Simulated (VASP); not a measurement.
Output of a VASP run:

**OSZICAR**
```
       N       E                     dE             d eps       ncg     rms          rms(c)
DAV:   1     0.298527133338E+03    0.29853E+03   -0.14994E+04   744   0.177E+03
DAV:   2     0.110786238843E+02   -0.28745E+03   -0.27768E+03   796   0.447E+02
DAV:   3    -0.155008927215E+02   -0.26580E+02   -0.26334E+02   826   0.154E+02
DAV:   4    -0.163111652032E+02   -0.81027E+00   -0.80936E+00   788   0.283E+01
DAV:   5    -0.163386958615E+02   -0.27531E-01   -0.27529E-01   812   0.524E+00    0.805E+00
DAV:   6    -0.143630982250E+02    0.19756E+01   -0.10576E+01   940   0.270E+01    0.275E+00
DAV:   7    -0.143553349590E+02    0.77633E-02   -0.46315E-01   726   0.466E+00    0.157E+00
DAV:   8    -0.143505721767E+02    0.47628E-02   -0.10337E-01   722   0.395E+00    0.488E-01
DAV:   9    -0.143482380658E+02    0.23341E-02   -0.20233E-02   822   0.108E+00    0.101E-01
DAV:  10    -0.143494028814E+02   -0.11648E-02   -0.16427E-03   720   0.459E-01    0.290E-02
DAV:  11    -0.143493889379E+02    0.13943E-04   -0.11964E-04   762   0.117E-01    0.126E-02
DAV:  12    -0.143493996626E+02   -0.10725E-04   -0.56891E-05   800   0.811E-02    0.112E-02
DAV:  13    -0.143493977247E+02    0.19379E-05   -0.20129E-05   850   0.489E-02    0.230E-03
DAV:  14    -0.143493977425E+02   -0.17742E-07   -0.98703E-07   748   0.760E-03
   1 F= -.14650046E+02 E0= -.14650046E+02  d E =0.000000E+00
```

File OUTCAR:
```
------------------------ aborting loop because EDIFF is reached ----------------------------------------
 Edisp (eV)   -0.30065
  FORCE on cell =-STRESS in cart. coord.  units (eV):
  Direction    XX          YY          ZZ          XY          YZ          ZX
  --------------------------------------------------------------------------------------
  Total      -0.03256    -0.03256    -0.03256     0.00000     0.00000     0.00000
  in kB      -0.97583    -0.97583    -0.97583     0.00000     0.00000     0.00000
  external pressure =       -0.98 kB  Pullay stress =        0.00 kB
  volume of cell :       53.45
      direct lattice vectors                 reciprocal lattice vectors
     0.000000000  2.989852897  2.989852897    -0.167232308  0.167232308  0.167232308
     2.989852897  0.000000000  2.989852897     0.167232308 -0.167232308  0.167232308
     2.989852897  2.989852897  0.000000000     0.167232308  0.167232308 -0.167232308
 POSITION                                       TOTAL-FORCE (eV/Angst)
 -----------------------------------------------------------------------------------
      0.00000      0.00000      0.00000         0.000000     -0.000000      0.000000
      1.49493      1.49493      1.49493        -0.000000     -0.000000     -0.000000
      4.48478      4.48478      4.48478        -0.000000      0.000000      0.000000
 -----------------------------------------------------------------------------------
    total drift:                                0.000000     -0.000000      0.000000
  FREE ENERGIE OF THE ION-ELECTRON SYSTEM (eV)
  ---------------------------------------------------
  free  energy   TOTEN  =       -14.6500464869 eV

  energy  without entropy=      -14.6500464869  energy(sigma->0) =      -14.65004649

 total charge

# of ion       s       p       d       tot
------------------------------------------
    1        1.552   0.277   9.863  11.692
    2        1.741   4.322   0.000   6.063
    3        1.741   4.322   0.000   6.063
--------------------------------------------------
tot          5.035   8.920   9.863  23.818

 Electric field gradients after diagonalization (V/A^2)
 (convention: |V_zz| > |V_xx| > |V_yy|)
----------------------------------------------------------------------
 ion       V_xx      V_yy      V_zz     asymmetry (V_yy - V_xx)/ V_zz
----------------------------------------------------------------------
   1       0.001     0.001    -0.002       0.000
   2      -0.004    -0.004     0.007       0.000
   3      -0.004    -0.004     0.007       0.000
```
(Selected blocks of OUTCAR.)

### POSCAR
```
PbF2
1
    0.0000000000     2.9898528966     2.9898528966
    2.9898528966     0.0000000000     2.9898528966
    2.9898528966     2.9898528966     0.0000000000
Pb F
1 2
Direct
  0.0000000000   0.0000000000   0.0000000000
  0.2500000000   0.2500000000   0.2500000000
  0.7500000000   0.7500000000   0.7500000000
```

Problem. Reconstruct the remaining input files.

Solution. This is not unique; one that fits is the input of the run itself, PBE GGA with D3 dispersion (zero damping), plane waves, VASP's PBE PAW potentials (set 64).

### KPOINTS
```
Automatic mesh
0
Gamma
7 7 7
0 0 0
```

**INCAR**
```
SYSTEM=PbF2
PREC=Accurate; ENCUT=520; LREAL=.FALSE.
LASPH=.TRUE.
EDIFF=1E-7; NELM=100; ALGO=Normal
LMAXMIX=4
ISMEAR=-5
GGA=PE; IVDW=11
ISIF=2
LWAVE=.FALSE.; LCHARG=.TRUE.; LORBIT=11
NEDOS=601
LEFG=.TRUE.
```

POTCAR, in this order: Pb_d F (PBE.64 set). Program: vasp_std.

The compound is PbF2 in the fluorite structure, the β form. It was relaxed first.
